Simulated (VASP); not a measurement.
PdAl (relaxed from the zinc blende structure, space group F-43m): computed properties

Calculation: r2SCAN meta-GGA, VASP's PBE PAW potentials (set 64) (plane waves; VASP).

```json
{
  "space_group": "F-43m (216)",
  "cell": "a = b = c = 5.557 Å, α = β = γ = 90.00°",
  "volume_per_atom": "21.46 Å³/atom",
  "band gap (over mesh and band path)": "none (metal, semimetal or under 0.01 eV)",
  "density": "5.16 g/cm³"
}
```

```xyz
2
Lattice="0.0000 2.7787 2.7787 2.7787 0.0000 2.7787 2.7787 2.7787 0.0000" Properties=species:S:1:pos:R:3 pbc="T T T"
Pd     0.0000     0.0000     0.0000
Al     1.3894     1.3894     1.3894
```

The structure was generated: PdAl was put into the zinc blende type (F-43m), which need not be its known phase. It was relaxed first, which changed the volume by -21 %. Symmetry was kept, so distortions that lower it aren't found. The electron count is odd and the run is not spin-polarised, which forces a metal.
